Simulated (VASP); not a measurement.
# Zn6C (Im-3m) in VASP: further runs

The runs below take Zn6C through relaxation of cell and atoms, with PBE, PBEsol, PBEsol+D3.

All numbers are computed with VASP 6.6.1; they aren't measurements. Logs are shortened: lines on timing, memory, paths and dates and some standing lists are left out, and cuts for length are marked.

### 1 Starting point

It takes space group Im-3m (No. 229, cubic). The conventional cell has a = 6.315 Å, b = 6.315 Å, c = 6.315 Å, α = 90.00°, β = 90.00°, γ = 90.00°. Around Zn (site symmetry 4mm) lie 1 C at 2.02 Å and 1 Zn at 2.27 Å. Around C (site symmetry m-3m) lie 6 Zn at 2.02 Å.

The cell was built by a generator and needn't be a form met in nature.

### 2 Relaxation of cell and atoms, PBE, target pressure 10 GPa, at which the enthalpy is minimised

Input file INCAR:

```
SYSTEM = Zn6C
  PREC = Accurate
  ENCUT = 600
  EDIFF = 1E-7
  ISMEAR = -1
  SIGMA = 0.05
  LREAL = .FALSE.
  LASPH = .TRUE.
  NELM = 100
  ALGO = Normal
  ISIF = 3
  LWAVE = .FALSE.
  LCHARG = .FALSE.
  GGA = PE
  IBRION = 2
  NSW = 60
  EDIFFG = -0.01
  PSTRESS = 100
```

Input file KPOINTS:

```
regular mesh
0
G
  5 5 5
  0 0 0
```

Input file POSCAR:

```
Zn6C
1.0
   -3.1573100000      3.1573100000      3.1573100000
    3.1573100000     -3.1573100000      3.1573100000
    3.1573100000      3.1573100000     -3.1573100000
Zn C
6 1
Direct
    0.0000000000      0.3204500000      0.3204500000
    0.0000000000      0.6795500000      0.6795500000
    0.3204500000      0.0000000000      0.3204500000
    0.6795500000      0.0000000000      0.6795500000
    0.3204500000      0.3204500000      0.0000000000
    0.6795500000      0.6795500000      0.0000000000
    0.0000000000      0.0000000000      0.0000000000
```

Potentials or basis: VASP PAW PBE potentials, release 64 (Zn, C).

Run with:

```bash
$ cat potpaw_PBE.64/Zn/POTCAR potpaw_PBE.64/C/POTCAR > POTCAR
$ mpirun -np 1 vasp_std > vasp.out
```

OUTCAR:

```text
SYSTEM = Zn6C
   PREC = Accurate
   ENCUT = 600
   EDIFF = 1E-7
   ISMEAR = -1
   LREAL = .FALSE.
   LASPH = .TRUE.
   NELM = 100
   ISIF = 3
   GGA = PE
   IBRION = 2
   NSW = 60
   EDIFFG = -0.01
   PSTRESS = 100

 ion  position               nearest neighbor table
   1  0.000  0.320  0.320-   7 2.02   2 2.27   6 2.86   3 2.86   4 2.86   5 2.86
   2  0.000  0.680  0.680-   7 2.02   1 2.27   5 2.86   4 2.86   6 2.86   3 2.86
   3  0.320  0.000  0.320-   7 2.02   4 2.27   6 2.86   1 2.86   2 2.86   5 2.86
   4  0.680  0.000  0.680-   7 2.02   3 2.27   5 2.86   1 2.86   6 2.86   2 2.86
   5  0.320  0.320  0.000-   7 2.02   6 2.27   2 2.86   4 2.86   1 2.86   3 2.86
   6  0.680  0.680  0.000-   7 2.02   5 2.27   3 2.86   1 2.86   2 2.86   4 2.86
   7  0.000  0.000  0.000-   1 2.02   2 2.02   3 2.02   4 2.02   5 2.02   6 2.02

  LATTYP: Found a body centered cubic cell.
 ALAT       =     6.3146200000

  Lattice vectors:

 A1 = (  -3.1573100000,   3.1573100000,   3.1573100000)
 A2 = (   3.1573100000,  -3.1573100000,   3.1573100000)
 A3 = (   3.1573100000,   3.1573100000,  -3.1573100000)

Analysis of symmetry for initial positions (statically):
=====================================================================
 Subroutine PRICEL returns:
 Original cell was already a primitive cell.

 Routine SETGRP: Setting up the symmetry group for a
 body centered cubic supercell.

 Subroutine GETGRP returns: Found 48 space group operations
 (whereof 48 operations were pure point group operations)
 out of a pool of 48 trial point group operations.

The static configuration has the point symmetry O_h .

Analysis of symmetry for dynamics (positions and initial velocities):
=====================================================================
 Subroutine PRICEL returns:
 Original cell was already a primitive cell.

 Routine SETGRP: Setting up the symmetry group for a
 body centered cubic supercell.

 Subroutine GETGRP returns: Found 48 space group operations
 (whereof 48 operations were pure point group operations)
 out of a pool of 48 trial point group operations.

The dynamic configuration has the point symmetry O_h .

 Subroutine INISYM returns: Found 48 space group operations
 (whereof 48 operations are pure point group operations),
 and found     1 'primitive' translations

----------------------------------------------------------------------------------------

                                     Primitive cell

  volume of cell :     125.8959

  direct lattice vectors                    reciprocal lattice vectors
    -3.157310000  3.157310000  3.157310000     0.000000000  0.158362657  0.158362657
     3.157310000 -3.157310000  3.157310000     0.158362657  0.000000000  0.158362657
     3.157310000  3.157310000 -3.157310000     0.158362657  0.158362657  0.000000000

  length of vectors
     5.468621335  5.468621335  5.468621335     0.223958617  0.223958617  0.223958617

  position of ions in fractional coordinates (direct lattice)
     0.000000000  0.320450000  0.320450000
     0.000000000  0.679550000  0.679550000
     0.320450000  0.000000000  0.320450000
     0.679550000  0.000000000  0.679550000
     0.320450000  0.320450000  0.000000000
     0.679550000  0.679550000  0.000000000
     0.000000000  0.000000000  0.000000000

  ion indices of the primitive-cell ions
   primitive index   ion index
                 1           1
                 2           2
                 3           3
                 4           4
                 5           5
                 6           6
                 7           7

----------------------------------------------------------------------------------------

 KPOINTS: regular mesh

Automatic generation of k-mesh.
 Grid dimensions read from file:
 generate k-points for:    5    5    5

 Generating k-lattice:

  Cartesian coordinates                     Fractional coordinates (reciprocal lattice)
     0.000000000  0.031672531  0.031672531     0.200000000  0.000000000  0.000000000
     0.031672531  0.000000000  0.031672531     0.000000000  0.200000000  0.000000000
     0.031672531  0.031672531  0.000000000     0.000000000  0.000000000  0.200000000

  Length of vectors
     0.044791723  0.044791723  0.044791723

  Shift w.r.t. Gamma in fractional coordinates (k-lattice)
     0.000000000  0.000000000  0.000000000

 Subroutine IBZKPT returns following result:
 ===========================================

 Found     10 irreducible k-points:

 Following reciprocal coordinates:
            Coordinates               Weight
  0.000000  0.000000  0.000000      1.000000
  0.200000  0.000000  0.000000     12.000000
  0.400000  0.000000  0.000000     12.000000
  0.200000  0.200000  0.000000     24.000000
  0.400000  0.200000 -0.000000     24.000000
  0.200000  0.200000  0.200000      8.000000
 -0.200000  0.200000  0.200000      6.000000
 -0.400000  0.400000  0.200000     24.000000
 -0.400000 -0.400000  0.200000      8.000000
 -0.400000  0.400000  0.400000      6.000000
   k-points           NKPTS =     10   k-points in BZ     NKDIM =     10   number of bands    NBANDS=     45
   number of dos      NEDOS =    301   number of ions     NIONS =      7
   total plane-waves  NPLWV = 110592
   dimension x,y,z NGX =    48 NGY =   48 NGZ =   48
   dimension x,y,z NGXF=    96 NGYF=   96 NGZF=   96
   ions per type =               6   1
   NGX,Y,Z   is equivalent  to a cutoff of  14.59, 14.59, 14.59 a.u.
   NGXF,Y,Z  is equivalent  to a cutoff of  29.18, 29.18, 29.18 a.u.
 SYSTEM =  Zn6C
   PREC   = accura    normal or accurate (medium, high low for compatibility)
   ISTART =      0    job   : 0-new  1-cont  2-samecut
   ICHARG =      2    charge: 1-file 2-atom 10-const
   ISPIN  =      1    spin polarized calculation?
   LNONCOLLINEAR =      F non collinear calculations
   LSORBIT =      F    spin-orbit coupling
   LASPH  =      T    aspherical Exc in radial PAW
   ENCUT  =  600.0 eV  44.10 Ry    6.64 a.u.  10.92 10.92 10.92*2*pi/ulx,y,z
   NELM   =    100;   NELMIN=  2; NELMDL= -5     # of ELM steps
   EDIFF  = 0.1E-06   stopping-criterion for ELM
   LREAL  =      F    real-space projection
   EDIFFG = -.1E-01   stopping-criterion for IOM
   NSW    =     60    number of steps for IOM
   IBRION =      2    ionic relax: 0-MD 1-quasi-New 2-CG
   NFREE  =      1    steps in history (QN), initial steepest desc. (CG)
   ISIF   =      3    stress and relaxation
   ISYM   =      2    0-nonsym 1-usesym 2-fastsym
   POTIM  = 0.5000    time-step for ionic-motion
   TEBEG  =    0.0;   TEEND  =   0.0 temperature during run
   PSTRESS=  100.0 pullay stress
   NELECT =      76.0000    total number of electrons
   NUPDOWN=      -1.0000    fix difference up-down
   EMIN   =  10.00;   EMAX   =-10.00  energy-range for DOS
   EFERMI =   0.00;   METHOD = LEGACY
   ISMEAR =    -1;   SIGMA  =   0.05  broadening in eV -4-tet -1-fermi 0-gaus
   EFERMI_NEDOS =   21; number of points for ismear=-14 and -15
   IALGO  =     38    algorithm
   IMIX   =      4    mixing-type and parameters
     AMIX     =   0.40;   BMIX     =  1.00
     AMIX_MAG =   1.60;   BMIX_MAG =  1.00
  volume/ion in A,a.u.               =      17.99       121.37
  Fermi-wavevector in a.u.,A,eV,Ry     =   1.383594  2.614614 26.046089  1.914334
  Thomas-Fermi vector in A             =   2.508178
   LORBIT       =      0    0 simple, 1 ext, 2 COOP (PROOUT), +10 PAW based schemes
   GGA     = PE    functional components
   LHFCALC =     F    Hartree Fock is set to
   AEXX    =    0.0000 exact exchange contribution
   IVDW    =     0    specifies the selected vdW correction
   LEPSILON=     F    determine dielectric tensor
   LRPA    =     F    only Hartree local field effects (RPA)
 conjugate gradient relaxation of ions
 non-spin polarized calculation
  energy-cutoff  :      600.00
  volume of cell :      125.90
 maximum number of plane-waves:      4236
 NGX is ok and might be reduce to    48
   NGX = 21   NGY = 21   NGZ = 21

--------------------------------------- Ionic step        1  -------------------------------------------

 number of electron      76.0000004 magnetization

 Free energy of the ion-electron system (eV)
  ---------------------------------------------------
  ext. energy  EPLUGINS =         0.00000000
  ---------------------------------------------------
  free energy    TOTEN  =       -12.22078929 eV

  energy without entropy =      -12.20087881  energy(sigma->0) =      -12.21083405

------------------------ aborting loop because EDIFF is reached ----------------------------------------

  FORCE on cell =-STRESS in cart. coord.  units (eV):
  Direction    XX          YY          ZZ          XY          YZ          ZX
  --------------------------------------------------------------------------------------
  -------------------------------------------------------------------------------------
  Total        0.3888474      0.3888474      0.3888474      0.0000000     -0.0000000      0.0000000
  in kB        4.9485513      4.9485513      4.9485513      0.0000000     -0.0000000      0.0000000
  external PRESSURE =     -95.0514487 kB  Pullay stress =     100.0000000 kB

 VOLUME and BASIS-vectors are now :
 -----------------------------------------------------------------------------
  energy-cutoff  :      600.00
  volume of cell :      125.90
      direct lattice vectors                 reciprocal lattice vectors
    -3.157310000  3.157310000  3.157310000     0.000000000  0.158362657  0.158362657
     3.157310000 -3.157310000  3.157310000     0.158362657  0.000000000  0.158362657
     3.157310000  3.157310000 -3.157310000     0.158362657  0.158362657  0.000000000
[... 142 lines left out ...]
  FREE ENERGIE OF THE ION-ELECTRON SYSTEM (eV)
  ---------------------------------------------------
  free  energy   TOTEN  =       -11.8236786811 eV

  energy  without entropy=      -11.8050767481  energy(sigma->0) =      -11.81437771

  enthalpy is  TOTEN    =        -4.7944395029 eV   P V=        7.0292391782

--------------------------------------- Ionic step        5  -------------------------------------------

 number of electron      76.0000035 magnetization

 Free energy of the ion-electron system (eV)
  ---------------------------------------------------
  ext. energy  EPLUGINS =         0.00000000
  ---------------------------------------------------
  free energy    TOTEN  =       -11.82571615 eV

  energy without entropy =      -11.80701817  energy(sigma->0) =      -11.81636716

 E-fermi :   2.7268     XC(G=0): -10.6976

 val. band max:        2.6690348754   @ k =   0.2000   0.2000   0.0000
 cond. band min:       2.8812315812   @ k =   0.2000   0.0000   0.0000
 fundamental gap:      0.2121967058
 Fermi energy:         2.7268049282

 k-point     1 :       0.0000    0.0000    0.0000
  band No.  band energies     occupation
      1     -11.6014      2.00000
      2      -6.3342      2.00000
      3      -6.3342      2.00000
      4      -6.3342      2.00000
      5      -5.8172      2.00000
      6      -5.8172      2.00000
[... 491 lines left out ...]
 POSITION                                       TOTAL-FORCE (eV/Angst)
 -----------------------------------------------------------------------------------
      1.95360      0.00000      0.00000        -0.000115      0.000000     -0.000000
      4.13112      0.00000      0.00000         0.000115     -0.000000     -0.000000
      0.00000      1.95360      0.00000         0.000000     -0.000115     -0.000000
      0.00000      4.13112      0.00000         0.000000      0.000115     -0.000000
      0.00000      0.00000      1.95360         0.000000      0.000000     -0.000115
      0.00000      0.00000      4.13112        -0.000000     -0.000000      0.000115
      0.00000      0.00000     -0.00000         0.000000     -0.000000     -0.000000
 -----------------------------------------------------------------------------------
    total drift:                                0.000000      0.000000     -0.000000

  FREE ENERGIE OF THE ION-ELECTRON SYSTEM (eV)
  ---------------------------------------------------
  free  energy   TOTEN  =       -11.8257161505 eV

  energy  without entropy=      -11.8070181681  energy(sigma->0) =      -11.81636716

  enthalpy is  TOTEN    =        -4.7952867123 eV   P V=        7.0304294382

 reached required accuracy - stopping structural energy minimisation
```

Wall time 7 min (1 thread of Intel Xeon Platinum 8375C at 2.90GHz (Ice Lake), shared host); peak memory 0.35 GiB.

What came out:

```yaml
Free_energy: -11.8257 eV
Relaxed_volume: 16.09 Å³/atom
Relaxed_cell: a = 5.270 Å, b = 5.270 Å, c = 5.270 Å, α = 109.47°, β = 109.47°, γ = 109.47°
Space_group_after_relaxing_to_0.05_Å: Im-3m (No. 229)
Energy_change_on_relaxing_the_enthalpy_is_what_falls: +56.4 meV/atom
Ionic_steps: 5
Pressure_after_relaxing: 10.0 GPa
Band_gap_on_the_k_mesh: none (metal or under the smearing width)
```

Step by step:
```tsv
step	energy change (eV)	largest force (eV/Å)	pressure (GPa)	volume (Å³)
1	0.0000	0.0330	0.49	125.90
2	0.8084	0.1565	15.62	107.44
3	0.3948	0.1155	10.02	112.66
4	0.3971	0.1107	10.00	112.62
5	0.3951	0.0001	10.02	112.64
```

Final structure:
```yaml
crystal:
  lattice:
    - [-3.04236, 3.04236, 3.04236]
    - [3.04236, -3.04236, 3.04236]
    - [3.04236, 3.04236, -3.04236]
  atoms:
    - { symbol: Zn, position: [0.00000, 0.32107, 0.32107] }
    - { symbol: Zn, position: [0.00000, 0.67893, 0.67893] }
    - { symbol: Zn, position: [0.32107, 0.00000, 0.32107] }
    - { symbol: Zn, position: [0.67893, 0.00000, 0.67893] }
    - { symbol: Zn, position: [0.32107, 0.32107, 0.00000] }
    - { symbol: Zn, position: [0.67893, 0.67893, 0.00000] }
    - { symbol: C, position: [0.00000, 0.00000, 0.00000] }
```

Levels at points of the mesh, in eV from the Fermi level:
```
           k point  band 36  band 37  band 38  band 39  band 40  band 41
(0.00, 0.00, 0.00)    -1.84    -1.84     0.40     0.40     0.40     0.67
```

Caveat: the cell is relaxed towards a set pressure, so the enthalpy falls and the energy may rise.

### 3 Relaxation of cell and atoms, PBE, target pressure 20 GPa, at which the enthalpy is minimised

Changes to INCAR since step 2:

```diff
@@ -17,2 +17,2 @@
   EDIFFG = -0.01
-  PSTRESS = 100
+  PSTRESS = 200
```

KPOINTS is that of step 2.

POSCAR is that of step 2.

Potentials or basis: VASP PAW PBE potentials, release 64 (Zn, C).

Run with:

```bash
$ cat potpaw_PBE.64/Zn/POTCAR potpaw_PBE.64/C/POTCAR > POTCAR
$ mpirun -np 1 vasp_std > vasp.out
```

It took 8.6 min on 1 thread of Intel Xeon Platinum 8375C at 2.90GHz (Ice Lake), shared host; peak memory 0.36 GiB.

Results (log left out):

| Quantity | Value |
| --- | --- |
| Free energy | -11.0381 eV |
| Relaxed volume | 14.86 Å³/atom |
| Relaxed cell | a = 5.132 Å, b = 5.132 Å, c = 5.132 Å, α = 109.47°, β = 109.47°, γ = 109.47° |
| Space group after relaxing (to 0.05 Å) | Im-3m (No. 229) |
| Energy change on relaxing (the enthalpy is what falls) | +169.0 meV/atom |
| Ionic steps | 6 |
| Pressure after relaxing | 20.0 GPa |
| Band gap on the k mesh | none (metal or under the smearing width) |

Step by step:
| step | energy change (eV) | largest force (eV/Å) | pressure (GPa) | volume (Å³) |
| --- | --- | --- | --- | --- |
| 1 | 0.0000 | 0.0330 | 0.49 | 125.90 |
| 2 | 4.0243 | 0.5103 | 48.12 | 90.07 |
| 3 | 1.1318 | 0.2354 | 19.47 | 104.48 |
| 4 | 1.1812 | 0.2409 | 20.02 | 104.08 |
| 5 | 1.1954 | 0.3365 | 20.05 | 103.99 |
| 6 | 1.1827 | 0.0002 | 20.02 | 104.05 |

Final structure:
```cif
data_structure
_symmetry_space_group_name_H-M 'P 1'
_symmetry_Int_Tables_number 1
_cell_length_a 5.1319
_cell_length_b 5.1319
_cell_length_c 5.1319
_cell_angle_alpha 109.471
_cell_angle_beta 109.471
_cell_angle_gamma 109.471
_cell_volume 104.05
loop_
_atom_site_label
_atom_site_type_symbol
_atom_site_fract_x
_atom_site_fract_y
_atom_site_fract_z
_atom_site_occupancy
Zn1 Zn 0.00000 0.32134 0.32134 1
Zn2 Zn 0.00000 0.67866 0.67866 1
Zn3 Zn 0.32134 0.00000 0.32134 1
Zn4 Zn 0.67866 0.00000 0.67866 1
Zn5 Zn 0.32134 0.32134 0.00000 1
Zn6 Zn 0.67866 0.67866 0.00000 1
C1 C 0.00000 0.00000 0.00000 1
```

Levels at points of the mesh, in eV from the Fermi level:
```csv
k point,band 35,band 36,band 37,band 38,band 39,band 40,band 41,band 42
"(0.00, 0.00, 0.00)",-4.70,-1.73,-1.73,0.29,0.29,0.29,0.59,0.59
```

Caveat: the cell is relaxed towards a set pressure, so the enthalpy falls and the energy may rise; the volume moved by over 15 % at a fixed basis, so the end points are rough.

(Continued in part 2 of 2.)
